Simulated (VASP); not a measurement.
Input:

```
CELL_PARAMETERS angstrom
      0.00000     2.05200     2.05200
      2.05200     0.00000     2.05200
      2.05200     2.05200     0.00000
ATOMIC_POSITIONS crystal
  Ni 0.00000 0.00000 0.00000
  O  0.50000 0.50000 0.50000
```
Starting moments (μB, in the order of the record's atoms Ni O): 2.0 0.0.

Calculation: PBEsol GGA, VASP's PBE PAW potentials (set 64) (plane waves; VASP). Run with 520 eV cut-off, 14×14×14 Γ-centred mesh, first-order Methfessel-Paxton smearing of 0.10 eV, potentials Ni O.

The moments were started parallel, and other spin orders were not tried in this run.

Problem. What does the run give for the cell moment, energy per atom (σ→0), band gap (on the k-mesh) with the smallest direct gap where there is one?

Solution. 
```json
{
 "band gap (on the k-mesh)": "none (metal, semimetal or under 0.01 eV)",
 "cell_moment": "0.93 μB",
 "energy per atom (σ→0)": "-6.199 eV/atom"
}
```

Problem. Give the moment on each site (PAW-sphere projection).

Solution. 
| site | moment (μB) |
|---|---|
| Ni1 | 0.79 |
| O2 | 0.12 |

Total energies compare only between runs with the same potentials, cut-off and functional.

The structure was generated: NiO was put into the rock salt type (Fm-3m), which need not be its known phase. The cell was not relaxed at this level.
